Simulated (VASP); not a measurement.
# CuRu: structure and properties in VASP, part 3 of 4

Wanted: the relaxed cell of CuRu and its properties. The cell is invented: it takes the structure of a Materials Project entry for FeRu (space group 187 there), with some of its atoms replaced by other elements, volume scaled by an estimate. It may not be a known or stable phase.

VASP 6.6.1; r2SCAN; plane waves and PAW (Ru_pv, Cu); invented cell.

Still holding for the runs below: This run has no spin polarisation. Its electron count is odd, so without a moment it is a metal by construction. The k-mesh is coarse for a metal.

So far. Step 4 (Band structure (r2SCAN)): There is no gap at this level. Step 5 (Total and projected DOS (r2SCAN)): The finer mesh and the other smearing move the Fermi level by -0.09 eV from the 8×8×5 run, one measure of the sampling error in the zero of the bands above. Of the states within 0.3 eV of the Fermi level, the largest shares in the PAW spheres are Ru d 70 % and Cu d 18 %. The rest lies in smaller channels or between the spheres.

## 6. Elastic tensor by finite strains (r2SCAN)

IBRION = 6 with ISIF = 3 strains the cell both ways at fixed fractional positions, and adds the ions' share afterwards from the force constants. Stress converges slowly with the basis, so the cutoff is raised.

INCAR

```
SYSTEM = CuRu
PREC = Accurate
ENCUT = 500
EDIFF = 1E-07
NELM = 100
ISMEAR = 0
SIGMA = 0.05
LREAL = .FALSE.
ALGO = Normal
METAGGA = R2SCAN
LASPH = .TRUE.
LORBIT = 11
LWAVE = .FALSE.
LCHARG = .FALSE.
IBRION = 6
NFREE = 2
POTIM = 0.015
ISIF = 3
NSW = 1
```

POSCAR

```
CuRu
1.0
    2.6162774654     -0.0000000114      0.0000000000
   -1.3081382526      2.2657624606      0.0000000000
    0.0000000000      0.0000000000      4.3210088013
Ru Cu
1 1
Direct
    0.6666666700      0.3333333300      0.0000000000
    0.0000000000      0.0000000000      0.5000000000
```

KPOINTS

```
Automatic mesh
0
Gamma
8 8 5
0 0 0
```

PAW data sets: Ru_pv and Cu (PBE family, release 64).

The run is started by

```console
$ mpirun -np 1 vasp_std
```

The log of the run:

```text
[... set-up lines as in an earlier step ...]
 entering main loop
       N       E                     dE             d eps       ncg     rms          rms(c)
DAV:   1     0.151163077862E+03    0.15116E+03   -0.14386E+04  1000   0.226E+03
DAV:   2    -0.390576849414E+02   -0.19022E+03   -0.18768E+03  1016   0.436E+02
DAV:   3    -0.437554581046E+02   -0.46978E+01   -0.46158E+01  1184   0.807E+01
DAV:   4    -0.438461377233E+02   -0.90680E-01   -0.90654E-01  1232   0.921E+00
[...]
DAV:  17    -0.355237458068E+02    0.49794E-06   -0.23281E-06  1248   0.438E-02    0.180E-03
DAV:  18    -0.355237456820E+02    0.12487E-06   -0.38899E-07   896   0.159E-02    0.454E-04
DAV:  19    -0.355237457555E+02   -0.73563E-07   -0.64486E-08   656   0.554E-03
   1 F= -.35523746E+02 E0= -.35521113E+02  d E =-.526483E-02
[... from here on, the cycles between the ionic steps are left out ...]
   2 F= -.35520820E+02 E0= -.35517771E+02  d E =-.609819E-02
   3 F= -.35516174E+02 E0= -.35513993E+02  d E =-.436218E-02
   4 F= -.35521291E+02 E0= -.35518464E+02  d E =-.565344E-02
   5 F= -.35515676E+02 E0= -.35513341E+02  d E =-.467119E-02
   6 F= -.35519258E+02 E0= -.35516825E+02  d E =-.486629E-02
   7 F= -.35515131E+02 E0= -.35512061E+02  d E =-.613894E-02
   8 F= -.35523829E+02 E0= -.35521280E+02  d E =-.509677E-02
   9 F= -.35523812E+02 E0= -.35521264E+02  d E =-.509705E-02
  10 F= -.35523001E+02 E0= -.35520426E+02  d E =-.514991E-02
  11 F= -.35523001E+02 E0= -.35520426E+02  d E =-.515043E-02
[...]
hard stop encountered!  aborting job ...
[...]
|     The electronic self-consistency was not achieved in the given           |
[...]
soft stop encountered!  aborting job ...
  12 F= -.35558159E+02 E0= -.35555873E+02  d E =-.457107E-02
 deleting file STOPCAR
```

Elapsed: 21 min, on 1 MPI rank of AMD EPYC 7R43, shared host; peak memory 0.19 GiB.

The run was stopped at its time limit, by a STOPCAR file.

More ranks or a longer limit would be the way on.

## 7. Volume scan with r2SCAN

An equation of state needs energies on both sides of the minimum, all on one mesh and cutoff.

INCAR

```
SYSTEM = CuRu
PREC = Accurate
ENCUT = 400
EDIFF = 1E-06
NELM = 100
ISMEAR = 0
SIGMA = 0.05
LREAL = .FALSE.
ALGO = Normal
METAGGA = R2SCAN
LASPH = .TRUE.
LORBIT = 11
LWAVE = .FALSE.
LCHARG = .FALSE.
ISIF = 2
```

POSCAR

```
CuRu
1.0
    2.5628690617     -0.0000000112      0.0000000000
   -1.2814340605      2.2195094321      0.0000000000
    0.0000000000      0.0000000000      4.2328001974
Ru Cu
1 1
Direct
    0.6666666700      0.3333333300      0.0000000000
    0.0000000000      0.0000000000      0.5000000000
```

KPOINTS is that of step 6.

The run is started by

```console
$ mpirun -np 1 vasp_std
```

The log of the run:

```text
[... set-up lines as in an earlier step ...]
 entering main loop
       N       E                     dE             d eps       ncg     rms          rms(c)
DAV:   1     0.126789112278E+03    0.12679E+03   -0.12737E+04  1064   0.195E+03
DAV:   2    -0.397016596180E+02   -0.16649E+03   -0.16404E+03  1000   0.401E+02
DAV:   3    -0.435996857395E+02   -0.38980E+01   -0.38797E+01  1176   0.743E+01
DAV:   4    -0.436803322611E+02   -0.80647E-01   -0.80576E-01  1288   0.858E+00
DAV:   5    -0.436829896044E+02   -0.26573E-02   -0.26571E-02  1368   0.152E+00    0.211E+01
DAV:   6    -0.399397275987E+02    0.37433E+01   -0.86967E+01  1040   0.246E+02    0.134E+01
DAV:   7    -0.354744662667E+02    0.44653E+01   -0.15871E+01  1200   0.982E+01    0.272E+00
DAV:   8    -0.354566985747E+02    0.17768E-01   -0.12552E+00  1360   0.298E+01    0.177E+00
DAV:   9    -0.354405033888E+02    0.16195E-01   -0.23412E-01  1400   0.139E+01    0.601E-01
DAV:  10    -0.354398678975E+02    0.63549E-03   -0.58248E-02  1232   0.768E+00    0.441E-01
DAV:  11    -0.354375416979E+02    0.23262E-02   -0.18266E-02  1272   0.429E+00    0.731E-02
DAV:  12    -0.354375722788E+02   -0.30581E-04   -0.72286E-04  1480   0.441E-01    0.506E-02
DAV:  13    -0.354375600111E+02    0.12268E-04   -0.45850E-05  1456   0.180E-01    0.271E-02
DAV:  14    -0.354375600044E+02    0.66557E-08   -0.40497E-05  1304   0.177E-01    0.626E-03
DAV:  15    -0.354375597059E+02    0.29859E-06   -0.27219E-06  1016   0.218E-02
   1 F= -.35437560E+02 E0= -.35435944E+02  d E =-.323208E-02
```

It took 58 s on 1 MPI rank; peak memory 0.1 GiB.

From OUTCAR (step 7):

```text
   ENCUT  =  400.0 eV  29.40 Ry    5.42 a.u.   4.18  4.18  6.90*2*pi/ulx,y,z

   NELECT =      25.0000    total number of electrons

 E-fermi :  11.0979

 k-point     1 :       0.0000    0.0000    0.0000
  band No.  band energies     occupation
    ...
      9       8.2673      2.00000
     10       8.2674      2.00000
     11       8.7903      2.00000
     12       8.7903      2.00000
     13      10.8153      2.00000
     14      11.9239      0.00000
     15      11.9239      0.00000
     16      18.8055      0.00000

  Total        2.6263045      2.6263038      2.3699135      0.0000005      0.0000000      0.0000000
  in kB      174.7609807    174.7609355    157.7000735      0.0000363      0.0000000      0.0000000
  external PRESSURE =     169.0739966 kB  Pullay stress =       0.0000000 kB

 POSITION                                       TOTAL-FORCE (eV/Angst)
 -----------------------------------------------------------------------------------
      1.28143      0.73984      0.00000        -0.000000     -0.000000      0.000000
      0.00000      0.00000      2.11640         0.000000      0.000000      0.000000
 -----------------------------------------------------------------------------------
    total drift:                               -0.000016      0.000012      0.000000

  FREE ENERGIE OF THE ION-ELECTRON SYSTEM (eV)
  ---------------------------------------------------
  free  energy   TOTEN  =       -35.4375597059 eV

  energy  without entropy=      -35.4343276271  energy(sigma->0) =      -35.43594367

[... 3 parts as in an earlier step ...]

[... 13 further parts left out ...]
```

The scan keeps the cell's shape and the fractional positions fixed.

This step gave:

* SCF cycles: 15
* irreducible k-points: 30
* free energy (TOTEN): -35.44 eV
* energy at zero smearing: -35.44 eV
* Fermi energy: 11.10 eV
* pressure: 16.91 GPa

The pressure here is 16.91 GPa.

## 8. Volume scan with r2SCAN (run 2)

INCAR is that of step 7.

POSCAR

```
CuRu
1.0
    2.5809180300     -0.0000000112      0.0000000000
   -1.2904585414      2.2351402952      0.0000000000
    0.0000000000      0.0000000000      4.2626096316
Ru Cu
1 1
Direct
    0.6666666700      0.3333333300      0.0000000000
    0.0000000000      0.0000000000      0.5000000000
```

KPOINTS is that of step 7.

The run is started by

```console
$ mpirun -np 1 vasp_std
```

The log of the run:

```text
[... set-up lines as in an earlier step ...]
 entering main loop
       N       E                     dE             d eps       ncg     rms          rms(c)
DAV:   1     0.123774481428E+03    0.12377E+03   -0.12913E+04  1040   0.196E+03
DAV:   2    -0.399331869004E+02   -0.16371E+03   -0.16105E+03   992   0.395E+02
DAV:   3    -0.436853174336E+02   -0.37521E+01   -0.37118E+01  1184   0.715E+01
DAV:   4    -0.437576793694E+02   -0.72362E-01   -0.72190E-01  1288   0.801E+00
DAV:   5    -0.437608764493E+02   -0.31971E-02   -0.31969E-02  1392   0.156E+00    0.205E+01
DAV:   6    -0.400635665924E+02    0.36973E+01   -0.88404E+01  1040   0.247E+02    0.134E+01
DAV:   7    -0.355382164774E+02    0.45254E+01   -0.16003E+01  1192   0.960E+01    0.280E+00
DAV:   8    -0.355029141043E+02    0.35302E-01   -0.12647E+00  1368   0.312E+01    0.168E+00
DAV:   9    -0.354908543954E+02    0.12060E-01   -0.28727E-01  1408   0.152E+01    0.718E-01
DAV:  10    -0.354887398268E+02    0.21146E-02   -0.99669E-02  1216   0.100E+01    0.559E-01
DAV:  11    -0.354849555989E+02    0.37842E-02   -0.32547E-02  1272   0.567E+00    0.117E-01
DAV:  12    -0.354849475399E+02    0.80591E-05   -0.13200E-03  1488   0.636E-01    0.737E-02
DAV:  13    -0.354849000864E+02    0.47453E-04   -0.13745E-04  1384   0.314E-01    0.363E-02
DAV:  14    -0.354848964655E+02    0.36208E-05   -0.14269E-04  1336   0.355E-01    0.139E-02
DAV:  15    -0.354848950172E+02    0.14483E-05   -0.10820E-05  1400   0.746E-02    0.710E-03
DAV:  16    -0.354848944157E+02    0.60150E-06   -0.16353E-06   800   0.390E-02
   1 F= -.35484894E+02 E0= -.35482983E+02  d E =-.382227E-02
```

It took 62 s on 1 MPI rank; peak memory 0.1 GiB.

OUTCAR, selected parts (step 8):

```text
   ENCUT  =  400.0 eV  29.40 Ry    5.42 a.u.   4.21  4.21  6.95*2*pi/ulx,y,z

   NELECT =      25.0000    total number of electrons

 E-fermi :  10.7420

 k-point     1 :       0.0000    0.0000    0.0000
  band No.  band energies     occupation
    ...
      9       7.9885      2.00000
     10       7.9886      2.00000
     11       8.5160      2.00000
     12       8.5160      2.00000
     13      10.4974      2.00000
     14      11.5490      0.00000
     15      11.5490      0.00000
     16      18.2674      0.00000

  Total        1.6695501      1.6695497      1.5174694      0.0000003      0.0000000      0.0000000
  in kB      108.7816094    108.7815812     98.8726009      0.0000226      0.0000000      0.0000000
  external PRESSURE =     105.4785971 kB  Pullay stress =       0.0000000 kB

 POSITION                                       TOTAL-FORCE (eV/Angst)
 -----------------------------------------------------------------------------------
      1.29046      0.74505      0.00000         0.000000     -0.000000      0.000000
      0.00000      0.00000      2.13130        -0.000000      0.000000      0.000000
 -----------------------------------------------------------------------------------
    total drift:                               -0.000018      0.000013      0.000000

  FREE ENERGIE OF THE ION-ELECTRON SYSTEM (eV)
  ---------------------------------------------------
  free  energy   TOTEN  =       -35.4848944157 eV

  energy  without entropy=      -35.4810721420  energy(sigma->0) =      -35.48298328

[... 3 parts as in an earlier step ...]

[... 13 further parts left out ...]
```

This step gave:

| Quantity | Value |
| --- | --- |
| SCF cycles | 16 |
| free energy (TOTEN) | -35.48 eV |
| energy at zero smearing | -35.48 eV |
| Fermi energy | 10.74 eV |
| pressure | 10.55 GPa |

The pressure falls from 16.91 to 10.55 GPa.

The run ends at a pressure of 10.55 GPa.

## 9. Volume scan with r2SCAN (run 3)

INCAR is that of step 8.

POSCAR

```
CuRu
1.0
    2.5987180272     -0.0000000113      0.0000000000
   -1.2993585367      2.2505555429      0.0000000000
    0.0000000000      0.0000000000      4.2920078684
Ru Cu
1 1
Direct
    0.6666666700      0.3333333300      0.0000000000
    0.0000000000      0.0000000000      0.5000000000
```

KPOINTS is that of step 8.

The run is started by

```console
$ mpirun -np 1 vasp_std
```

The log of the run:

```text
[... set-up lines as in an earlier step ...]
 entering main loop
       N       E                     dE             d eps       ncg     rms          rms(c)
DAV:   1     0.122846623484E+03    0.12285E+03   -0.12863E+04  1088   0.196E+03
DAV:   2    -0.401180994785E+02   -0.16296E+03   -0.16078E+03  1008   0.393E+02
DAV:   3    -0.437540473340E+02   -0.36359E+01   -0.35717E+01  1208   0.696E+01
DAV:   4    -0.438142743950E+02   -0.60227E-01   -0.60157E-01  1304   0.731E+00
[...]
DAV:  15    -0.355128411194E+02    0.46618E-05   -0.26036E-05  1432   0.120E-01    0.108E-02
DAV:  16    -0.355128397987E+02    0.13208E-05   -0.23209E-06   936   0.420E-02    0.556E-03
DAV:  17    -0.355128397208E+02    0.77918E-07   -0.12303E-06   728   0.292E-02
   1 F= -.35512840E+02 E0= -.35510573E+02  d E =-.453349E-02
```

The job ended after 65 s (1 MPI rank; peak memory 0.1 GiB).

Parts of OUTCAR (step 9):

```text
  Total        0.7915932      0.7915930      0.7350613      0.0000002     -0.0000000      0.0000000
  in kB       50.5246404     50.5246273     46.9164086      0.0000105     -0.0000000      0.0000000
  external PRESSURE =      49.3218921 kB  Pullay stress =       0.0000000 kB

 POSITION                                       TOTAL-FORCE (eV/Angst)
 -----------------------------------------------------------------------------------
      1.29936      0.75019      0.00000        -0.000000      0.000000      0.000000
      0.00000      0.00000      2.14600         0.000000     -0.000000      0.000000
 -----------------------------------------------------------------------------------
    total drift:                               -0.000018      0.000013      0.000000

  FREE ENERGIE OF THE ION-ELECTRON SYSTEM (eV)
  ---------------------------------------------------
  free  energy   TOTEN  =       -35.5128397208 eV

  energy  without entropy=      -35.5083062302  energy(sigma->0) =      -35.51057298

[... 1 part as in an earlier step ...]

[... 2 further parts left out ...]
[key lines of the parts left out:]
E-fermi :  10.4013
```

The pressure falls from 10.55 to 4.93 GPa.

The run ends at a pressure of 4.93 GPa.

## 10. Volume scan with r2SCAN (run 4)

INCAR is that of step 9.

POSCAR

```
CuRu
1.0
    2.6162774654     -0.0000000114      0.0000000000
   -1.3081382526      2.2657624606      0.0000000000
    0.0000000000      0.0000000000      4.3210088013
Ru Cu
1 1
Direct
    0.6666666700      0.3333333300      0.0000000000
    0.0000000000      0.0000000000      0.5000000000
```

KPOINTS is that of step 9.

The run is started by

```console
$ mpirun -np 1 vasp_std
```

The log of the run:

```text
[... set-up lines as in an earlier step ...]
 entering main loop
       N       E                     dE             d eps       ncg     rms          rms(c)
[... 17 cycles as in an earlier step ...]
   1 F= -.35523557E+02 E0= -.35520919E+02  d E =-.527587E-02
```

It took 74 s on 1 MPI rank; peak memory 0.1 GiB.

Parts of OUTCAR (step 10):

```text
[... 6 parts as in an earlier step ...]

[... 1 further part left out ...]
[key lines of the parts left out:]
E-fermi :  10.0749
```

The pressure falls from 4.93 to -0.09 GPa, so it vanishes between these two volumes.

## 11. Volume scan with r2SCAN (run 5)

INCAR is that of step 10.

POSCAR

```
CuRu
1.0
    2.6336043112     -0.0000000115      0.0000000000
   -1.3168016723      2.2807679473      0.0000000000
    0.0000000000      0.0000000000      4.3496255876
Ru Cu
1 1
Direct
    0.6666666700      0.3333333300      0.0000000000
    0.0000000000      0.0000000000      0.5000000000
```

KPOINTS is that of step 10.

The run is started by

```console
$ mpirun -np 1 vasp_std
```

The log of the run:

```text
[... set-up lines as in an earlier step ...]
 entering main loop
       N       E                     dE             d eps       ncg     rms          rms(c)
DAV:   1     0.126277411726E+03    0.12628E+03   -0.12914E+04  1072   0.194E+03
DAV:   2    -0.398286423926E+02   -0.16611E+03   -0.16353E+03   992   0.396E+02
DAV:   3    -0.437977810692E+02   -0.39691E+01   -0.39242E+01  1224   0.716E+01
DAV:   4    -0.438653991613E+02   -0.67618E-01   -0.67495E-01  1208   0.790E+00
[...]
DAV:  15    -0.355196933472E+02    0.35760E-05   -0.19827E-05  1384   0.854E-02    0.135E-02
DAV:  16    -0.355196915925E+02    0.17547E-05   -0.27245E-06   880   0.404E-02    0.746E-03
DAV:  17    -0.355196910947E+02    0.49778E-06   -0.21510E-06   744   0.375E-02
   1 F= -.35519691E+02 E0= -.35516697E+02  d E =-.598782E-02
```

Wall time 62 s (1 MPI rank); peak memory 0.1 GiB.

OUTCAR, selected parts (step 11):

```text
  Total       -0.7739485     -0.7739483     -0.6693355     -0.0000002     -0.0000000      0.0000000
  in kB      -47.4612475    -47.4612352    -41.0460102     -0.0000098     -0.0000000      0.0000000
  external PRESSURE =     -45.3228309 kB  Pullay stress =       0.0000000 kB

 POSITION                                       TOTAL-FORCE (eV/Angst)
 -----------------------------------------------------------------------------------
      1.31680      0.76026      0.00000         0.000000     -0.000000      0.000000
      0.00000      0.00000      2.17481        -0.000000      0.000000      0.000000
 -----------------------------------------------------------------------------------
    total drift:                               -0.000016      0.000012      0.000000

  FREE ENERGIE OF THE ION-ELECTRON SYSTEM (eV)
  ---------------------------------------------------
  free  energy   TOTEN  =       -35.5196910947 eV

  energy  without entropy=      -35.5137032720  energy(sigma->0) =      -35.51669718

[... 1 part as in an earlier step ...]

[... 2 further parts left out ...]
[key lines of the parts left out:]
E-fermi :   9.7616
```

The pressure falls from -0.09 to -4.53 GPa.

The run ends at a pressure of -4.53 GPa.

## 12. Volume scan with r2SCAN (run 6)

INCAR is that of step 11.

POSCAR

```
CuRu
1.0
    2.6507061171     -0.0000000116      0.0000000000
   -1.3253525721      2.2955785438      0.0000000000
    0.0000000000      0.0000000000      4.3778707010
Ru Cu
1 1
Direct
    0.6666666700      0.3333333300      0.0000000000
    0.0000000000      0.0000000000      0.5000000000
```

KPOINTS is that of step 11.

The run is started by

```console
$ mpirun -np 1 vasp_std
```

The log of the run:

```text
[... set-up lines as in an earlier step ...]
 entering main loop
       N       E                     dE             d eps       ncg     rms          rms(c)
DAV:   1     0.133235963259E+03    0.13324E+03   -0.12921E+04  1032   0.193E+03
DAV:   2    -0.399337822889E+02   -0.17317E+03   -0.17055E+03  1008   0.400E+02
DAV:   3    -0.437978886479E+02   -0.38641E+01   -0.38397E+01  1200   0.719E+01
DAV:   4    -0.438676236802E+02   -0.69735E-01   -0.69700E-01  1280   0.790E+00
[...]
DAV:  15    -0.355021742849E+02    0.30557E-05   -0.69734E-06  1384   0.581E-02    0.147E-02
DAV:  16    -0.355021715380E+02    0.27468E-05   -0.72588E-06  1008   0.705E-02    0.405E-03
DAV:  17    -0.355021712175E+02    0.32050E-06   -0.97026E-07   624   0.188E-02
   1 F= -.35502171E+02 E0= -.35498853E+02  d E =-.663603E-02
```

Run time: 90 s. Hardware: 1 MPI rank; peak memory 0.1 GiB.

(Continued in part 4 of 4.)

[Lines on the potential files, build, host, timing and source positions are cut from VASP's logs without a mark.]

[Logs are printed without paths, hosts, clocks, repeated set-up lines and the standing remarks that a program may print on its own settings, such as how far it seeks lower states.]

[Hosts, paths, dates, database ids (printed as entryN), source tags and the programs' standing remarks are cut or masked in the printed files.]

[A measured line is paired with the nearest computed mode of its activity, which favours agreement.]
